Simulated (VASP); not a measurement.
Cost and result of VASP (PAW) for the bulk modulus of TiAl (L1_0). Static lattice, third-order Birch-Murnaghan fit over five volumes. The cost counts the five points of the equation of state, each on the mesh and cut-off of its row, so the ratios hold those differences too. With PBE it took about 2 core-minutes. Costs are core time on shared hosts, one run each; read them as rough ratios.

```csv
level,k-mesh,cut-off (eV),bulk modulus (GPa),cost over PBE
PBEsol,13×13×9,520,120,within a factor of 2
PBE,13×13×9,520,114,reference
LDA,13×13×9,520,127,within a factor of 2
r2SCAN,13×13×9,520,122,about 6 times
SCAN,13×13×9,520,120,(withheld)
```

Task: Fill in the missing entries.

Result: 
- SCAN, cost over PBE: about 10 times

Left out are levels that failed, ran on another kind of processor or have no fit band path; at most nine are shown.

The compound is TiAl in the L1_0 structure.
